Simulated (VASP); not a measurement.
Consider the following.

```
CELL_PARAMETERS angstrom
      2.08923    -3.61865     0.00000
      2.08923     3.61865     0.00000
      0.00000     0.00000     6.89087
ATOMIC_POSITIONS crystal
  Mg 0.00000 0.00000 0.00000
  I  0.33333 0.66667 0.24303
  I  0.66667 0.33333 0.75697
```

The numbers are results of optB88-vdW, VASP's PBE PAW potentials (set 64) (plane waves; VASP), not measurements. Settings: 520 eV cut-off, 6×6×3 Γ-centred mesh, Gaussian smearing of 0.050 eV, potentials Mg I.

**Question.** What does the run give for the energy per atom (σ→0)?

**Answer.** 
energy per atom (σ→0): -0.831 eV/atom

The absolute energy has meaning only against runs of the same code, potentials and settings.

The compound is MgI2 in the 1T layered structure. It was relaxed first. The start is the result of an earlier pass.
